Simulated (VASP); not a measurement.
Input:

```
CELL_PARAMETERS angstrom
      1.83373    -3.17612     0.00000
      1.83373     3.17612     0.00000
      0.00000     0.00000     6.30425
ATOMIC_POSITIONS crystal
  Zr 0.00000 0.00000 0.00000
  S  0.33333 0.66667 0.23079
  S  0.66667 0.33333 0.76921
```

Calculation: revTPSS meta-GGA, VASP's PBE PAW potentials (set 64) (plane waves; VASP). Settings: 520 eV cut-off, 8×8×4 Γ-centred mesh, tetrahedra with Blöchl corrections, potentials Zr_sv S.

The cores are frozen, which limits the accuracy of field gradients. Without a dispersion term in the relaxation, distances and binding between the weakly bound layers, chains or molecules are unreliable, and so is what depends on them.

Problem. Give the principal components of the electric field gradient (V/Å²) and the asymmetry η at each nucleus.

Solution. 
```json
[
 {"atom": "Zr1", "Vxx": "5.6", "Vyy": "5.6", "Vzz": "-11.2", "η": "0.00"},
 {"atom": "S2", "Vxx": "-0.2", "Vyy": "-0.2", "Vzz": "0.5", "η": "-"},
 {"atom": "S3", "Vxx": "-0.2", "Vyy": "-0.2", "Vzz": "0.5", "η": "-"}
]
```

The compound is ZrS2 in the 1T layered structure. It was relaxed first, which changed the volume by +9 %.
